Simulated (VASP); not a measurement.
Input:

```
CELL_PARAMETERS angstrom
      0.00000     2.08318     2.08318
      2.08318     0.00000     2.08318
      2.08318     2.08318     0.00000
ATOMIC_POSITIONS crystal
  Ag 0.00000 0.00000 0.00000
```

Level of theory: TPSS meta-GGA, VASP's PBE PAW potentials (set 64) (plane waves; VASP). Settings: 520 eV cut-off, 15×15×15 Γ-centred mesh, first-order Methfessel-Paxton smearing of 0.10 eV, potentials Ag.

Give the stress tensor in GPa (positive for a compressed cell).

```
-5.40   0.00   0.00
 0.00  -5.40   0.00
 0.00   0.00  -5.40
```
The pressure is its mean diagonal, -5.40 GPa.

The compound is Ag in the fcc structure. This cell is one point of a volume scan, at 1.06 of the reference volume.
